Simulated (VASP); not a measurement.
```
MgO
1.0
    0.00000     2.12345     2.12345
    2.12345     0.00000     2.12345
    2.12345     2.12345     0.00000
Mg O
1 1
Cartesian
  0.00000   0.00000   0.00000
  2.12345   2.12345   2.12345
```

Calculation: B3LYP hybrid, VASP's PBE PAW potentials (set 64) (plane waves; VASP). Settings: 520 eV cut-off, 8×8×8 Γ-centred mesh, Gaussian smearing of 0.050 eV, potentials Mg O.

### Question
Give the stress tensor in GPa (positive for a compressed cell).

### Answer

```
-2.79   0.00   0.00
 0.00  -2.79   0.00
 0.00   0.00  -2.79
```
The pressure is its mean diagonal, -2.79 GPa.

The compound is MgO in the rock salt structure. It was relaxed first. The cell's shape comes from a PBE relaxation.
